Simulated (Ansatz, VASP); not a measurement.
**InAs: VASP beside Ansatz**

Wanted: the spread between two codes on one cell, functional and k mesh. The cell is taken from a series of runs on this material, whose earlier steps may have relaxed, scaled, displaced or heated it; both programs get it as it stands.

Main program and level: Ansatz 0.2.0; plane waves, with VASP 6.6.1 beside it; single point at HSE06.

### Step 1. The structure

The structure is cubic, space group F-43m (No. 216). Conventional cell: a = 6.168 Å, b = 6.168 Å, c = 6.168 Å, α = 90.00°, β = 90.00°, γ = 90.00°. In has 4 As at 2.67 Å nearest. Nearest to As lie 4 In at 2.67 Å. Farther neighbours are not listed.

### Step 2. Ansatz: single point, HSE06

Ansatz runs on its PAW soft_1 files.

A single point gives forces, pressure and levels at one fixed geometry, so differences don't come from the geometry; what else differs is listed under the comparison.

input.yaml

```yaml
crystal:
  lattice:
    - [0.0, 3.0841429044, 3.0841429044]
    - [3.0841429044, 0.0, 3.0841429044]
    - [3.0841429044, 3.0841429044, 0.0]
  atoms:
    - { symbol: In, position: [0.0, 0.0, 0.0] }
    - { symbol: As, position: [0.75, 0.75, 0.75] }
kpoints:
  mp_grid: { grid: [5, 5, 5] }
scf:
  occupations: { method: fermi_dirac, width: 0.02 }
hamiltonian:
  xc: hse06
  pseudopotentials: { kind: paw, azcp: { folder: soft_1 } }
basis:
  ecutwfc: 600
output:
  forces: true
  stress: true
```

Run with:

```
ansatz run input.yaml --threads 8 --pin off --max-ram 18432MiB --backend cpu --events-out ev --progress --plain --runs-dir out
```

Numbers of over 12 decimals in the logs are rounded to 6 here.

The program printed:

```text
Warning: output.stress: scf.convergence.dr2_threshold = 1e-7 eV (the SCF's general default) is looser than the 2e-10 eV advised for a printed stress (1e-10 eV for each atom of the cell: 2). What an SCF threshold leaves in a stress goes as its square root, and in the free energy as the threshold itself, and one threshold admits the most on a small cell: [figures from the program's tests cut] Set scf.convergence.dr2_threshold to 2e-10 eV or tighter. The threshold is an SCF's pass mark: one that does not reach it within its budget of iterations ends unconverged, or closes short of it on a stop that the run arms, and scf.convergence.dr2_threshold's page says what that costs each kind of run
Warning: output.stress: scf.exx.energy_threshold = 1e-6 eV is looser than the 2e-8 eV advised for a stress under a hybrid functional (1e-8 eV for each atom of the cell: 2). Every SCF of the exchange loop can meet its threshold on dr2 while the loop round them stops early: no threshold on dr2 bounds what that leaves in the stress. Set scf.exx.energy_threshold to 2e-8 eV or tighter. The threshold is the loop's pass mark: a loop that does not reach it within its budget of cycles ends unconverged, and scf.exx.energy_threshold's page has the law
Engine: ansatz 0.2.0, aarch64-unknown-linux-gnu
Pseudopotentials: kind: paw
Pseudopotential: In, paw, valence charge 13, recommended cutoff 420 eV (normal), soft_1/In.paw.azcp
Pseudopotential: As, paw, valence charge 15, recommended cutoff 420 eV (normal), soft_1/As.paw.azcp
Functional definition: HSE06
  parameter a = 0.25
  parameter omega = 0.11/bohr
  exchange = pbe_x - a*pbe_x_sr(omega) + a*exact_x_sr(omega)
  correlation = pbe_c
Crystal: 2 atoms, lattice volume = 58.672 Å³
Basis set: ecut = 600 eV, 1917 PW (Γ), exchange–correlation on 72×72×72 points (8 copies of the dense FFT grid, shifted against one another)
Bands: 18, of which v1, the nominal top of the filled ones, is band 14 counted from 1 (13 counted from 0)
Symmetry: 24 space group operations
Space group: F-43m (ITA 216), of the structure as read, at distance tolerance 3.9e-5 Å
k-points: 10 of 125 (time reversal used)
Non-local potential: In, projectors of the file, l = 0: 2, l = 1: 2, l = 2: 2, l = 3: 1
Non-local potential: As, projectors of the file, l = 0: 2, l = 1: 2, l = 2: 3, l = 3: 1
PAW form: soft (Blöchl's): semilocal exchange-correlation on the pseudo side does not see the compensation charge
PAW frozen core: In, regenerated for the run's functional, and the local potential with it (the file was generated under x = pbe(κ = 0.804, μ = 0.219515), c = pbe(β = 0.066725))
PAW frozen core: As, regenerated for the run's functional, and the local potential with it (the file was generated under x = pbe(κ = 0.804, μ = 0.219515), c = pbe(β = 0.066725))
PAW one-centre angular grid: In, 590 points (default); XC on 64 Gauss nodes
PAW one-centre angular grid: As, 590 points (default); XC on 64 Gauss nodes
Initial density: superposition of atomic densities (chi_scale 0.1, normalization cell, long waves kept (reshape's long-wave potential 0.00 eV rms))
Initial wavefunctions: pseudopotential atomic-orbital guess
Functional: x = pbe(κ = 0.804, μ = 0.219515), c = pbe(β = 0.066725), warm-up for x = pbe(κ = 0.804, μ = 0.219515) + 0.25 (exact − pbe) at short range (hse, ω = 0.207870 Å⁻¹), c = pbe(β = 0.066725); HSE06 as pw.x's `hse` composes it (authors' and Libxc's form: `xc: wpbeh`)
SCF iter   1: F=—  HF=-10454.519217 eV  |F-HF|=—  |Δ(HF+E_count)|=         —  Δρ=2.90e-2  dr2=3.82e-1  ethr=1.00e-1  ⟨swp⟩=5.3  Hψ=494  notcnv=0
preconditioner: auto → none  [insulator: Δε(μ)=0.974 eV  Ē_g=14.579 eV  σ=0.020 eV  W_gap=0.64  n_scr=14 (ndim 8)  ℏωp=20.6 eV  f_vac=0.020  D(μ)=0.53/eV (n_scr^D=0)]
SCF iter   2: F=—  HF=-10454.509787 eV  |F-HF|=—  |Δ(HF+E_count)|=   9.43e-3  Δρ=1.24e-2  dr2=7.08e-2  ethr=1.36e-3  ⟨swp⟩=4.9  Hψ=488  notcnv=0  defer=1
iter 3 solved again at ethr=9.02e-6 eV; its pass at ethr=2.53e-4 eV (dr2=2.52e-3 eV) is discarded
SCF iter   3: F=—  HF=-10454.504316 eV  |F-HF|=—  |Δ(HF+E_count)|=   5.47e-3  Δρ=2.59e-3  dr2=2.46e-3  ethr=9.02e-6  ⟨swp⟩=5.0  Hψ=1011  notcnv=0  defer=4
SCF iter   4: F=—  HF=-10454.503525 eV  |F-HF|=—  |Δ(HF+E_count)|=   7.90e-4  Δρ=5.92e-4  dr2=1.82e-4  ethr=8.79e-6  ⟨swp⟩=3.3  Hψ=484  notcnv=0  defer=1
SCF iter   5: F=—  HF=-10454.503562 eV  |F-HF|=—  |Δ(HF+E_count)|=   3.68e-5  Δρ=3.41e-4  dr2=3.00e-5  ethr=6.49e-7  ⟨swp⟩=3.9  Hψ=408  notcnv=0  defer=1
SCF iter   6: F=—  HF=-10454.503590 eV  |F-HF|=—  |Δ(HF+E_count)|=   2.80e-5  Δρ=8.59e-5  dr2=2.78e-6  ethr=1.07e-7  ⟨swp⟩=4.1  Hψ=497  notcnv=0
SCF iter   7: F=—  HF=-10454.503587 eV  |F-HF|=—  |Δ(HF+E_count)|=   2.99e-6  Δρ=3.61e-5  dr2=4.98e-7  ethr=9.94e-9  ⟨swp⟩=4.0  Hψ=504  notcnv=0
SCF iter   8: F=—  HF=-10454.503586 eV  |F-HF|=—  |Δ(HF+E_count)|=   5.94e-7  Δρ=5.01e-6  dr2=5.38e-9  ethr=1.78e-9  ⟨swp⟩=4.0  Hψ=512  notcnv=0
SCF iter   9: F=—  HF=-10454.503586 eV  |F-HF|=—  |Δ(HF+E_count)|=   4.52e-9  Δρ=1.75e-6  dr2=9.83e-10  ethr=1.92e-11  ⟨swp⟩=3.4  Hψ=459  notcnv=0
[...]
SCF 1 converged in 10 iterations: F = -10454.503586 eV  dr2 = 1.99e-12
  greatest PAW one-centre occupation: 0.999 electrons in one spin orbital (limit 2), on the As atom at site 1 (counted from 0), in its partial waves of l = 2
Initial density: handed on by an earlier stage of this run
Initial wavefunctions: those handed on with the density
Functional: x = pbe(κ = 0.804, μ = 0.219515) + 0.25 (exact − pbe) at short range (hse, ω = 0.207870 Å⁻¹), c = pbe(β = 0.066725); HSE06 as pw.x's `hse` composes it (authors' and Libxc's form: `xc: wpbeh`)
Exchange kernel: α = 0.2500, screened, ω = 0.2079 Å⁻¹, Wigner–Seitz truncation, v(0) = 1045.8528 eV·Å³, q-mesh 5×5×5, nearest image of the exchange supercell L = 21.81 Å, pair-density grid 20×20×20, without the augmentation charges, whose exchange is taken in its separable form by FFT convolution over the k-point mesh (sized by the pseudopotential files, 30×30×30 at the most), smooth part of the exact exchange by density-matrix convolution
Frozen-core exchange: fock
iter 1 solved again at ethr=2.95e-5 eV; its pass at ethr=1.00e-1 eV (dr2=8.26e-3 eV) is discarded
SCF iter   1: F=—  HF=-10459.695025 eV  |F-HF|=—  |Δ(HF+E_count)|=         —  Δρ=5.54e-3  dr2=1.10e-2  ethr=2.95e-5  ⟨swp⟩=5.2  Hψ=1113  notcnv=0
preconditioner: auto → none  [insulator: Δε(μ)=0.075 eV  Ē_g=16.475 eV  σ=0.020 eV  W_gap=0.70  n_scr=14 (ndim 8)  ℏωp=20.6 eV  f_vac=0.114  D(μ)=0.31/eV (n_scr^D=0)]
SCF iter   2: F=—  HF=-10459.695603 eV  |F-HF|=—  |Δ(HF+E_count)|=   5.77e-4  Δρ=2.59e-3  dr2=2.19e-3  ethr=2.95e-5  ⟨swp⟩=3.7  Hψ=499  notcnv=0  defer=2
SCF iter   3: F=—  HF=-10459.695943 eV  |F-HF|=—  |Δ(HF+E_count)|=   3.40e-4  Δρ=9.57e-4  dr2=3.66e-4  ethr=6.43e-6  ⟨swp⟩=3.5  Hψ=389  notcnv=0  defer=1
SCF iter   4: F=—  HF=-10459.696053 eV  |F-HF|=—  |Δ(HF+E_count)|=   1.10e-4  Δρ=2.40e-4  dr2=3.12e-5  ethr=1.05e-6  ⟨swp⟩=3.8  Hψ=456  notcnv=0  defer=1
SCF iter   5: F=-10459.696042 eV  HF=-10459.696043 eV  |F-HF|=5.25e-7  |Δ(HF+E_count)|=   1.02e-5  Δρ=3.85e-5  dr2=4.30e-7  ethr=1.08e-7  ⟨swp⟩=4.2  Hψ=457  notcnv=0
SCF 2 stopped early in 5 iterations: F = -10459.696042 eV  dr2 = 4.30e-7
hybrid outer 1: dexx = +1.090e-2 eV, tail = 3.78e-5 eV
Exchange kernel: α = 0.2500, screened, ω = 0.2079 Å⁻¹, Wigner–Seitz truncation, v(0) = 1045.8528 eV·Å³, q-mesh 5×5×5, nearest image of the exchange supercell L = 21.81 Å, pair-density grid 20×20×20, without the augmentation charges, whose exchange is taken in its separable form by FFT convolution over the k-point mesh (sized by the pseudopotential files, 30×30×30 at the most), smooth part of the exact exchange by density-matrix convolution
Frozen-core exchange: fock
SCF iter   1: F=—  HF=-10459.696190 eV  |F-HF|=—  |Δ(HF+E_count)|=         —  Δρ=7.39e-5  dr2=1.60e-6  ethr=6.75e-7  ⟨swp⟩=4.6  Hψ=418  notcnv=0
preconditioner: auto → none  [insulator: Δε(μ)=0.198 eV  Ē_g=16.463 eV  σ=0.020 eV  W_gap=0.98  n_scr=14 (ndim 8)  ℏωp=20.6 eV  f_vac=0.115  D(μ)=0.02/eV (n_scr^D=0)]
SCF iter   2: F=—  HF=-10459.696191 eV  |F-HF|=—  |Δ(HF+E_count)|=   7.20e-7  Δρ=3.64e-5  dr2=4.42e-7  ethr=5.47e-9  ⟨swp⟩=4.0  Hψ=599  notcnv=0
SCF iter   3: F=—  HF=-10459.696191 eV  |F-HF|=—  |Δ(HF+E_count)|=   4.82e-8  Δρ=7.50e-6  dr2=3.43e-8  ethr=1.56e-9  ⟨swp⟩=3.1  Hψ=346  notcnv=0  defer=2
SCF iter   4: F=-10459.696191 eV  HF=-10459.696191 eV  |F-HF|=2.22e-9  |Δ(HF+E_count)|=   2.46e-9  Δρ=2.52e-6  dr2=4.20e-9  ethr=1.05e-10  ⟨swp⟩=3.8  Hψ=410  notcnv=0  defer=3
SCF 3 converged in 4 iterations: F = -10459.696191 eV  dr2 = 4.20e-9
  Residual-converged pass: ⟨swp⟩=3.2  Hψ=461  notcnv=0  max |occ|·‖R‖ = 2.2e-6 eV (tolerance 2.4e-6 eV)  dr2=4.09e-9  dr2_onsite=6.58e-10  max |Δocc| = 6.6e-12
hybrid outer 2: dexx = +6.401e-7 eV, tail = 1.99e-8 eV, Δε = 4.68e-3 eV (about 1.57e-4 eV left of the loop's levels)
hybrid SCF converged: 2 outer / 9 inner (+10 warm-up), last move |dexx| = 6.40e-7 eV, tail = 1.99e-8 eV
Stability not checked: this state was not tested for a lower state beside it, because the functional holds exact exchange (a hybrid, or Hartree-Fock), whose exchange loop this test does not read (fock_operator; see scf.lower_state_search)
Free energy (F): -10459.696191 eV
Frozen-core exchange: fock
Harris-Foulkes:  -10459.696191 eV  (|F-HF|=2.22e-9)
Internal energy: -10459.696145 eV  (E = F + TS)
E sigma→0 (E₀):  -10459.696168 eV
Entropy (-TS):   -0.000046 eV (-0.023 meV/atom)
Fermi energy:    6.648783 eV
--- Per-component energies (eV) ---
  E_band       = -401.168607
  E_kinetic    = 314.770806
  E_local      = -3556.665917  (includes V_loc(G=0)·N_el)
  E_nonlocal   = -68.705195
  E_hartree    = 1765.138520
  E_xc         = -170.532139
  E_vxc        = -129.987010  (∫ρ·V_xc dr)
  E_exx        = -93.448334  (= α·E_x^exact, valence–valence)
  E_paw        = -6176.416898  (= ΣΔE_a)
  E_vpaw       = -303.958552  (= ΣTr[D̂ρ^β])
  E_aug_tail   = -0.000053  (compensation charges beyond the density's cutoff)
  E_ewald      = -2473.587924
  E_core_change = -0.249009  (= ΣΔE_core)
  E_smearing   = -0.000046  (= −TS)
  E_closure    = -0.000003  (closes the sum)
  Σ components = -10459.696191   (vs F -10459.696191, Δ=0.00e0)
--- Forces (eV/Å), atoms counted from 1 ---
  atom   1  In    -0.00000000     0.00000000    -0.00000000
  atom   2  As     0.00000000     0.00000000    -0.00000000
  max |Σ_I F_I| component: 2.17e-16 eV/Å
--- Stress (GPa, compression-positive) ---
       -1.583994       0.000000      -0.000000
        0.000000      -1.583994       0.000000
        0.000000       0.000000      -1.583994
  P = ⅓ Tr σ = -1.5840 GPa (-15.840 kbar)
--- Band table (eV; the first three rows and the last of 10) ---
  k-point 0: bands = [... 10 lower, -6.0828, 6.5386, 6.5386, 6.5386, 6.7368, 11.1600]
  k-point 1: bands = [... 10 lower, -5.6918, 3.4893, 6.1317, 6.1317, 8.3164, 11.7312]
  k-point 2: bands = [... 10 lower, -4.8478, 0.9989, 5.6276, 5.6276, 8.0939, 11.9680]
  k-point 9: bands = [... 10 lower, -4.2596, 0.8089, 3.5191, 4.3143, 10.8615, 11.0061]
  guard bands above this table: 2 of the run's 18 bands. The solve was not asked for them (output.publish_guard_bands: true or output.eigenvalues: true publishes all)
```

The run ends at a pressure of -1.58 GPa.

[end of part 1 of 2]

[Lines on the potential files, build, host, timing and source positions are cut from VASP's logs without a mark.]

[Logs are printed without paths, hosts, clocks, repeated set-up lines and the standing remarks that a program may print on its own settings, such as how far it seeks lower states.]

[Hosts, paths, dates, database ids (printed as entryN), source tags and the programs' standing remarks are cut or masked in the printed files.]
